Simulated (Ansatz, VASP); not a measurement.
**TeSe₂ (C2, 3 atoms in the cell) computed with different codes at matched settings**

Self-consistent single point.

```xyz
3
Lattice="4.0953 -2.2134 0.0000 4.0953 2.2134 0.0000 -0.1483 0.0000 5.3509" Properties=species:S:1:pos:R:3 pbc="T T T"
Te     4.0212    -1.1234     2.6754
Se     3.0777     1.6684     4.4960
Se     4.9647     1.6684     0.8549
```

Shared settings, as Ansatz (a quantum-chemistry and plane-wave program) writes them: kpoints.mp_grid.grid = 6 6 4; magnetization.spin_orbit = true; scf.occupations.method = fixed. Potentials and cutoffs stand in the table.

```csv
code,model,pressure (GPa),largest force (eV/Å),gap on the mesh (eV),cutoff
VASP,"LDA (PZ), spin-orbit coupling, VASP's LDA PAW potentials (set 64)",-3.67,0.180,0.704,300 eV
Ansatz,"LDA (PW92) with spin-orbit coupling, PAW files made with PBE",-3.83,0.221,0.717,default
```

Size of the force on each atom (eV/Å): Sizes of forces hide their directions.

```
code      Te1    Se2    Se3
------  -----  -----  -----
VASP    0.083  0.180  0.180
Ansatz  0.117  0.221  0.221
```

Gaps are read on the mesh.

The spread over the programs that give each value: pressure within 0.16 GPa; largest force within 0.041 eV/Å; gap on the mesh within 0.013 eV.

Ansatz's pressure is given at a fixed set of plane waves, as the other plane-wave codes print theirs; with its correction for the finite basis it is -3.80 GPa. The same LDA comes in different parametrisations, which differ slightly.

VASP's run is marked for a possible Pulay error in its stress at this cutoff; no cutoff test was made.

VASP ran the fixed occupations as a Gaussian smearing of 0.01 eV.

The starting cell comes from a database of computed structures (which also holds hypothetical and non-ambient phases and stackings), without a prior relaxation at this level. Its lattice was rescaled by a random factor within 2.5 % of one.

Keys are those of Ansatz 0.2.
